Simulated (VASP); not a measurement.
VASP ran on this input.

POSCAR:
```
SnS
1
    0.0000000000     2.6143995905     2.6143995905
    2.6143995905     0.0000000000     2.6143995905
    2.6143995905     2.6143995905     0.0000000000
Sn S
1 1
Direct
  0.0000000000   0.0000000000   1.0000000000
  0.5000000000   0.5000000000   0.5000000000
```

### INCAR
```
SYSTEM = SnS
PREC = Accurate
ENCUT = 500
EDIFF = 1E-6
NELM = 100
ALGO = Normal
LREAL = .FALSE.
LASPH = .TRUE.
ISMEAR = 0
SIGMA = 0.05
GGA = PS
LMAXMIX = 4
LWAVE = .FALSE.
LCHARG = .FALSE.
IBRION = 2
ISIF = 3
NSW = 40
EDIFFG = -0.02
PSTRESS = 300
```

### KPOINTS
```
Automatic
0
G
9 9 9
```

POTCAR, in this order: Sn_d S (PBE.64 set). Program: vasp_std.

Task: Translate this PBEsol calculation to Ansatz.

Result: One equivalent input (not run):
Ansatz 0.2 input:
```yaml
crystal:
  lattice:
    - [0.0000000, 2.6143996, 2.6143996]
    - [2.6143996, 0.0000000, 2.6143996]
    - [2.6143996, 2.6143996, 0.0000000]
  atoms:
    - { symbol: Sn, position: [0.0000000, 0.0000000, 1.0000000] }
    - { symbol: S, position: [0.5000000, 0.5000000, 0.5000000] }
kpoints:
  mp_grid: { grid: [9, 9, 9] }
hamiltonian:
  xc: pbesol
  pseudopotentials: { kind: paw }
scf:
  occupations: { method: gaussian, width: 0.05 }
  max_iter: 100
relax:
  max_steps: 40
  f_tol: 0.02
  cell: { p_target: 30 }
output: { forces: true, stress: true, eigenvalues: true }
```
Limits of the translation: each code has its own PAW files, so the cut-off isn't converted (ENCUT is set for VASP's; basis.ecutwfc is left out, and Ansatz then takes the one that its files recommend); Ansatz stops its SCF on the density residual and VASP on the energy change (EDIFF).

The structure was generated: SnS was put into the rock salt type (Fm-3m), which need not be its known phase. It was relaxed first under an external pressure of 30 GPa.
